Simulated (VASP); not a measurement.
Given:

```xyz
4
Lattice="2.1987 -3.8083 0.0000 2.1987 3.8083 0.0000 0.0000 0.0000 7.1587" Properties=species:S:1:pos:R:3 pbc="T T T"
Cd     2.1987    -1.2694     3.5801
Cd     2.1987     1.2694     0.0008
Se     2.1987    -1.2694     6.2703
Se     2.1987     1.2694     2.6909
```

The numbers are results of PBE GGA, VASP's PBE PAW potentials (set 64) (plane waves; VASP), not measurements. Run with 520 eV cut-off, 5×5×3 Γ-centred mesh, Gaussian smearing of 0.050 eV, potentials Cd Se.

Question: What does the run give for the energy per atom (σ→0)?

Answer: 
| Property | Result |
|---|---|
| energy per atom (σ→0) | -2.745 eV/atom |

Total energies compare only between runs with the same potentials, cut-off and functional.

The compound is CdSe in the wurtzite structure. It was relaxed first, which changed the volume by +7 %.
